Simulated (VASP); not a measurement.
Here is the system:

```
CELL_PARAMETERS angstrom
     -2.09021     2.09021     4.02846
      2.09021    -2.09021     4.02846
      2.09021     2.09021    -4.02846
ATOMIC_POSITIONS crystal
  Li 0.75000 0.25000 0.50000
  Li 0.25000 0.75000 0.50000
  Li 0.50000 0.50000 0.00000
  Cd 0.00000 0.00000 0.00000
```

Method: PBEsol GGA, VASP's PBE PAW potentials (set 64) (plane waves; VASP 6.6.1). Settings: 600 eV cut-off, 10×10×10 Γ-centred mesh, first-order Methfessel-Paxton smearing of 0.10 eV, potentials Li_sv Cd.

**Question.** Predict the energy per atom (σ→0), band gap (on the k-mesh) with the smallest direct gap where there is one.

**Answer.** 
The band gap (on the k-mesh) is none (metal, semimetal or under 0.01 eV). The energy per atom (σ→0) is -1.948 eV/atom.

Only differences to runs with the same potentials and settings are physical.

The structure comes from a computed database's Li3Cd entry (I4/mmm); how it stands against other phases isn't given here. It was relaxed first. The electron count is odd and the run is not spin-polarised, which forces a metal.
